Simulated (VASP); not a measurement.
NaBe2Se2: changing the strain (εxy = 0.5 s)

```
CELL_PARAMETERS angstrom
3.67228 0.00000 0.00000
-1.83614 3.18028 0.00000
0.00000 0.00000 8.01116
ATOMIC_POSITIONS crystal
Na 0.00000 0.00000 0.50000
Be 0.33333 0.66667 0.14639
Be 0.33333 0.66667 0.85361
Se 0.66667 0.33333 0.22852
Se 0.66667 0.33333 0.77148
```

The cell comes from a database or a generator and needn't be the stable form of this composition.

Kept alike: task single point; functional PBE; k mesh 6 × 6 × 3; occupations fermi-dirac, width 0.05 eV; no spin polarisation. Program: VASP, PBE PAW files Be, Na_pv, Se, 520 eV. The mesh is that of the run's cell of 5 atoms. No spin-orbit coupling.

| s | stress xy (GPa) | free energy over the lowest row (meV/atom) |
| --- | --- | --- |
| -0.04 | 2.31 | 5.41 |
| -0.02 | 1.15 | 1.35 |
| -0.01 | ? | ? |
| 0 | 0.00 | 0.00 |
| 0.01 | -0.58 | 0.33 |
| 0.02 | -1.15 | 1.35 |
| 0.04 | -2.31 | 5.40 |

Stress is positive in compression; the values hold the error of the finite cutoff, so their zero can differ a little from the energy's minimum. The cell shown is the unstrained one; x, y and z are its Cartesian axes; atoms keep their fractions. For a metal such a mesh leaves the last digits unconverged. Shear stress takes the same sign, opposite to σ = Cε, so its slope is minus the stiffness.

Question: Fit the rows shown and predict the run at -0.01.

Answer: A least-squares line through the rows shown is stress xy = -57.71 s + 0 (largest miss 0.004); at s = -0.01 it gives 0.58 GPa. A least-squares parabola through the rows shown is free energy = 3379.9 s² - 0.11 s - 0.003 (largest miss 0.004); at s = -0.01 it gives 0.34 meV/atom. The run gave: stress xy 0.58 GPa; free energy over the lowest row 0.34 meV/atom.
